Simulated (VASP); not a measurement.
Given:

```
CELL_PARAMETERS angstrom
      2.84703     0.00000     0.00000
      0.00000     2.84703     0.00000
      0.00000     0.00000     2.84703
ATOMIC_POSITIONS crystal
  Ga 0.50000 0.50000 0.50000
  Co 0.00000 0.00000 0.00000
```

Method: PBE GGA with D4 dispersion, VASP's PBE PAW potentials (set 64) (plane waves; VASP 6.6.1). Numerical set-up: 520 eV cut-off, Gaussian smearing of 0.050 eV, potentials Ga_d Co.

Problem. Give the energies of bands 6 to 14 at the high-symmetry points, in eV from the Fermi level.

Solution. 
```json
[
 {"band": "6", "Γ": "-12.41", "X": "-8.15", "M": "-6.22", "R": "-4.32"},
 {"band": "7", "Γ": "-2.73", "X": "-7.13", "M": "-3.30", "R": "-4.32"},
 {"band": "8", "Γ": "-2.73", "X": "-2.50", "M": "-3.30", "R": "-4.32"},
 {"band": "9", "Γ": "-0.83", "X": "-1.89", "M": "-2.62", "R": "-0.27"},
 {"band": "10", "Γ": "-0.83", "X": "-1.89", "M": "-1.34", "R": "-0.27"},
 {"band": "11", "Γ": "-0.83", "X": "-0.82", "M": "-1.34", "R": "0.81"},
 {"band": "12", "Γ": "5.26", "X": "0.06", "M": "-0.31", "R": "3.86"},
 {"band": "13", "Γ": "5.26", "X": "10.89", "M": "2.36", "R": "3.86"},
 {"band": "14", "Γ": "5.26", "X": "10.89", "M": "3.26", "R": "3.86"}
]
```

It has no gap at this level: it comes out as a metal or semimetal.

The compound is CoGa in the CsCl type structure. It was relaxed first. The run is not spin-polarised, so no magnetic state was tried.
